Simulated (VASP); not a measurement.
Computed with PBE GGA, VASP's PBE PAW potentials (set 64) (plane waves; VASP 6.6.1).

Input for VASP

File POSCAR:
```
Pt3Ti
1.0
  3.9463690324   0.0000000000   0.0000000000
  0.0000000000   3.9463690324   0.0000000000
  0.0000000000   0.0000000000   3.9463690324
Ti Pt
1 3
direct
  0.0000000000   0.0000000000   0.0000000000
  0.0000000000   0.5000000000   0.5000000000
  0.5000000000   0.0000000000   0.5000000000
  0.5000000000   0.5000000000   0.0000000000
```

**INCAR**
```
SYSTEM=Pt3Ti
PREC=Normal; ENCUT=400; LREAL=.False.
LASPH=.True.
EDIFF=1E-5; NELM=100; NELMIN=4
ALGO=Fast; LMAXMIX=6
ISMEAR=1; SIGMA=0.1
GGA=PE
IBRION=2; NSW=20; ISIF=2
EDIFFG=-0.03
LWAVE=.False.; LCHARG=.False.
```

**KPOINTS**
```
Automatic mesh
0
Gamma
  10 10 10
```

POTCAR, in this order: Ti_sv Pt (PBE.64 set). Program: vasp_std.

Unless said otherwise, spin-orbit coupling is left out, though it shifts the bands of the heavy elements here.

### Question
What does the run give for the energy per atom (σ→0), band gap (on the k-mesh)?

### Answer

- energy per atom (σ→0) = -7.388 eV/atom
- band gap (on the k-mesh) = none (metal, semimetal or under 0.01 eV)

### OSZICAR
```
...
RMM:  15    -0.295507259332E+02   -0.13429E-03   -0.13903E-03  3925   0.145E-01    0.569E-02
RMM:  16    -0.295507593802E+02   -0.33447E-04   -0.78930E-04  3984   0.119E-01    0.201E-02
RMM:  17    -0.295507999011E+02   -0.40521E-04   -0.47398E-04  2920   0.727E-02    0.107E-02
RMM:  18    -0.295508205961E+02   -0.20695E-04   -0.23324E-04  2480   0.537E-02    0.391E-03
RMM:  19    -0.295508342927E+02   -0.13697E-04   -0.15557E-04  2344   0.439E-02    0.406E-03
RMM:  20    -0.295508429599E+02   -0.86671E-05   -0.10150E-04  2118   0.390E-02    0.224E-03
RMM:  21    -0.295508480930E+02   -0.51331E-05   -0.65172E-05  1911   0.320E-02
   1 F= -.29550848E+02 E0= -.29550804E+02  d E =-.295508E+02
```

The compound is Pt3Ti in the L1_2 structure. It was relaxed first.
